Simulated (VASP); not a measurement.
GaP:

```
Ga P
1.0
     0.00000    2.72500    2.72500
     2.72500    0.00000    2.72500
     2.72500    2.72500    0.00000
Ga P
1 1
Direct
  0.00000 0.00000 0.00000
  0.25000 0.25000 0.25000
```

The cell was built by a generator and needn't be a form met in nature.

```yaml
Program: VASP 6.6.1
Task: relaxation of cell and atoms
Functional: LDA
Potentials_or_basis: VASP PAW LDA potentials, release 64 (Ga_d, P)
Cutoff: 600 eV
k_mesh: 8 × 8 × 8
Occupations: gaussian, width 0.01 eV
Spin: no spin polarisation
```

At the start: pressure -2.6 GPa; volume 20.23 Å³/atom.

Task: How do energy, volume and symmetry change on relaxing?

Result: Over 3 steps the energy falls by 5.3 meV/atom and the volume is 19.61 Å³/atom (-3.1 %); space group F-43m (No. 216, to 0.05 Å).

Step by step:
```csv
step,energy change (eV),largest force (eV/Å),pressure (GPa),volume (Å³)
1,0.0000,0.0000,-2.63,40.47
2,-0.0073,0.0000,1.60,38.55
3,-0.0106,0.0000,-0.01,39.22
```

Final structure:
```
Ga P
1.0
     0.00000    2.69659    2.69659
     2.69659    0.00000    2.69659
     2.69659    2.69659    0.00000
Ga P
1 1
Cartesian
  0.0000 0.0000 0.0000
  1.3483 1.3483 1.3483
```
